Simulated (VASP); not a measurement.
All values below come from PBE GGA, VASP's PBE PAW potentials (set 64) (plane waves; VASP 6.6.1).

Input for VASP

**KPOINTS**
```
Regular mesh
0
Gamma
14 14 8
0 0 0
```

**INCAR**
```
IBRION = 1
NSW = 30
EDIFFG = -0.001   # ionic stop
ISMEAR = 1   # Methfessel-Paxton
LREAL = .FALSE.
ALGO = Normal   # blocked Davidson
LWAVE = .FALSE.
PREC = Accurate
LASPH = .TRUE.   # aspherical one-centre terms
ENCUT = 400   # plane-wave cut-off (eV)
ISIF = 2
GGA = PE
EDIFF = 1E-8   # SCF stop (eV)
LCHARG = .FALSE.
SYSTEM = Tc
LMAXMIX = 4
NELM = 100   # most electronic steps
SIGMA = 0.1   # width (eV)
```

POSCAR:
```
Tc
1
    1.3724620931    -2.3771744724    -0.0000000000
    1.3724620931     2.3771744724     0.0000000000
    0.0000000000     0.0000000000     4.3974216093
Tc
2
Direct
  0.3333330000   0.6666670000   0.2500000000
  0.6666670000   0.3333330000   0.7500000000
```

POTCAR, in this order: Tc_pv (PBE.64 set). Program: vasp_std.

The resulting files:

### OSZICAR
```
       N       E                     dE             d eps       ncg     rms          rms(c)
DAV:   1     0.273851176611E+03    0.27385E+03   -0.14694E+04  4176   0.131E+03
DAV:   2    -0.153694044525E+02   -0.28922E+03   -0.28617E+03  4489   0.414E+02
DAV:   3    -0.220930492156E+02   -0.67236E+01   -0.65534E+01  4939   0.737E+01
DAV:   4    -0.221552593882E+02   -0.62210E-01   -0.62033E-01  4444   0.684E+00
DAV:   5    -0.221557991281E+02   -0.53974E-03   -0.53968E-03  4580   0.622E-01    0.235E+01
DAV:   6    -0.208606927784E+02    0.12951E+01   -0.31636E+00  4337   0.176E+01    0.726E+00
DAV:   7    -0.207099898792E+02    0.15070E+00   -0.59131E-01  4666   0.686E+00    0.871E-01
DAV:   8    -0.207006340769E+02    0.93558E-02   -0.10642E-02  4195   0.114E+00    0.295E-01
DAV:   9    -0.207005469225E+02    0.87154E-04   -0.53717E-04  4810   0.195E-01    0.213E-02
DAV:  10    -0.207005431397E+02    0.37828E-05   -0.16563E-05  4347   0.351E-02    0.942E-03
DAV:  11    -0.207005422052E+02    0.93451E-06   -0.65305E-07  4407   0.848E-03    0.807E-04
DAV:  12    -0.207005419007E+02    0.30448E-06   -0.43030E-08  4333   0.159E-03    0.174E-04
DAV:  13    -0.207005419112E+02   -0.10533E-07   -0.24067E-09  2102   0.401E-04    0.659E-05
DAV:  14    -0.207005419232E+02   -0.11953E-07   -0.27771E-10  2062   0.132E-04    0.377E-05
DAV:  15    -0.207005419272E+02   -0.39909E-08   -0.49406E-11  2054   0.501E-05
   1 F= -.20700542E+02 E0= -.20700136E+02  d E =-.207005E+02
```

File OUTCAR:
```
------------------------ aborting loop because EDIFF is reached ----------------------------------------
  FORCE on cell =-STRESS in cart. coord.  units (eV):
  Direction    XX          YY          ZZ          XY          YZ          ZX
  --------------------------------------------------------------------------------------
  Total        0.0031734      0.0031734     -0.0081372      0.0000000     -0.0000000     -0.0000000
  in kB        0.1771927      0.1771928     -0.4543572      0.0000000     -0.0000000     -0.0000000
  external PRESSURE =      -0.0333239 kB  Pullay stress =       0.0000000 kB
  volume of cell :       28.69
      direct lattice vectors                 reciprocal lattice vectors
     1.372462093 -2.377174472  0.000000000     0.364308787 -0.210333741  0.000000000
     1.372462093  2.377174472  0.000000000     0.364308787  0.210333741  0.000000000
     0.000000000  0.000000000  4.397421609     0.000000000  0.000000000  0.227405987
 POSITION                                       TOTAL-FORCE (eV/Angst)
 -----------------------------------------------------------------------------------
      1.37246      0.79239      1.09936         0.000000      0.000000      0.000000
      1.37246     -0.79239      3.29807        -0.000000     -0.000000      0.000000
 -----------------------------------------------------------------------------------
    total drift:                                0.000027      0.000619     -0.000043
  FREE ENERGIE OF THE ION-ELECTRON SYSTEM (eV)
  ---------------------------------------------------
  free  energy   TOTEN  =       -20.7005419272 eV

  energy  without entropy=      -20.6993243968  energy(sigma->0) =      -20.70013608

 reached required accuracy - stopping structural energy minimisation
```
(Selected blocks of OUTCAR.)

### OUTCAR
```
 val. band max:       12.5737802929   @ k =   0.3571   0.1429   0.2500

 cond. band min:      12.5792324711   @ k =   0.1429   0.1429   0.1250


 Fermi energy:        12.5763202317

 k-point     1 :       0.0000    0.0000    0.0000
  band No.  band energies     occupation
      1     -26.8342      2.00000
      2     -25.7376      2.00000
      3     -25.7376      2.00000
      4     -25.5513      2.00000
      5     -25.5513      2.00000
      6     -25.5117      2.00000
      7       5.2989      2.00000
      8       7.2027      2.00000
      9      11.0654      2.00000
     10      11.0654      2.00000
     11      11.1442      2.00000
     12      11.7823      2.00000
     13      11.7823      2.00000
     14      12.4734      2.05581
     15      12.4734      2.05575
     16      14.2853     -0.00000
     17      15.1294      0.00000

 k-point     2 :       0.0714    0.0000    0.0000
  band No.  band energies     occupation
      1     -26.8135      2.00000
      2     -25.7835      2.00000
      3     -25.7526      2.00000
      4     -25.5996      2.00000
      5     -25.5577      2.00000
      6     -25.5205      2.00000
      7       5.4904      2.00000
      8       7.3583      2.00000
      9      10.6742      2.00000
     10      11.2289      2.00000
     11      11.4772      2.00000
     12      11.6851      2.00000
     13      11.9346      2.00000
     14      12.2316      2.00001
     15      12.3439      2.00490
     16      13.2835     -0.00000
     17      15.2114      0.00000

 k-point     3 :       0.1429    0.0000    0.0000
  band No.  band energies     occupation
      1     -26.7534      2.00000
      2     -25.9131      2.00000
      3     -25.7942      2.00000
      4     -25.7328      2.00000
      5     -25.5768      2.00000
      6     -25.5467      2.00000
      7       6.0278      2.00000
      8       7.7543      2.00000
      9      10.1976      2.00000
     10      11.3129      2.00000
     11      11.3922      2.00000
...
```

The compound is Tc in the hcp structure. It was relaxed first. The start is the result of an earlier pass.
